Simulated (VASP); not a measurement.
Input:

```
AgCl
1.0
    0.00000     2.85899     2.85899
    2.85899     0.00000     2.85899
    2.85899     2.85899     0.00000
Ag Cl
1 1
Cartesian
  0.00000   0.00000   0.00000
  2.85899   2.85899   2.85899
```

These are revPBE GGA, VASP's PBE PAW potentials (set 64) (plane waves; VASP) values and carry that method's errors. Run with 520 eV cut-off, Gaussian smearing of 0.050 eV, potentials Ag Cl.

**Question.** Give the energies of bands 2 to 11 at the high-symmetry points, in eV from the valence-band maximum.

**Answer.** 
| band | Γ | X | U | L | W |
|---|---|---|---|---|---|
| 2 | -2.09 | -3.64 | -3.58 | -4.47 | -3.60 |
| 3 | -2.09 | -2.58 | -3.52 | -3.58 | -3.36 |
| 4 | -2.09 | -2.58 | -3.24 | -3.58 | -3.36 |
| 5 | -2.05 | -2.33 | -1.99 | -1.81 | -1.73 |
| 6 | -2.05 | -1.90 | -1.76 | -1.81 | -1.72 |
| 7 | -1.96 | -1.71 | -1.61 | -1.53 | -1.72 |
| 8 | -1.96 | -1.71 | -1.44 | 0.00 | -1.71 |
| 9 | -1.96 | -1.67 | -0.87 | 0.00 | -0.97 |
| 10 | 1.09 | 2.62 | 3.72 | 4.63 | 4.16 |
| 11 | 10.95 | 8.27 | 7.39 | 6.15 | 7.99 |

The gap is indirect, 1.09 eV, from the valence maximum at L to the conduction minimum at Γ.

The compound is AgCl in the rock salt structure. It was relaxed first, which changed the volume by +9 %.
